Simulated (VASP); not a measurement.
Crystal: CdS.

```xyz
2
Lattice="0.0000 2.9165 2.9165 2.9165 0.0000 2.9165 2.9165 2.9165 0.0000" Properties=species:S:1:pos:R:3 pbc="T T T"
Cd    0.0000    0.0000    0.0000
S     1.4583    1.4583    1.4583
```

```yaml
Program: VASP 6.6.1
Task: relaxation of cell and atoms
Functional: r2SCAN
Potentials_or_basis: VASP PAW PBE potentials, release 64 (Cd, S)
Cutoff: 600 eV
k_mesh: 8 × 8 × 8
Occupations: gaussian, width 0.02 eV
Spin: no spin polarisation
```

At the start: pressure 1.8 GPa; volume 24.81 Å³/atom.

**Question.** Where does the relaxation end?

**Answer.** Over 3 steps the energy falls by 3.7 meV/atom and the volume is 25.49 Å³/atom (+2.8 %); space group F-43m (No. 216, to 0.05 Å).

Step by step:
```csv
step,energy change (eV),largest force (eV/Å),pressure (GPa),volume (Å³)
1,0.0000,0.0000,1.76,49.62
2,-0.0060,0.0000,-0.70,51.60
3,-0.0073,0.0000,0.00,50.99
```

Final structure:
```yaml
crystal:
  lattice:
    - [0.00000, 2.94313, 2.94313]
    - [2.94313, 0.00000, 2.94313]
    - [2.94313, 2.94313, 0.00000]
  atoms:
    - { symbol: Cd, position: [0.00000, 0.00000, 0.00000] }
    - { symbol: S, position: [0.25000, 0.25000, 0.25000] }
```

Caveat: the PAW data sets were made with another functional, which shifts forces and pressure a little.
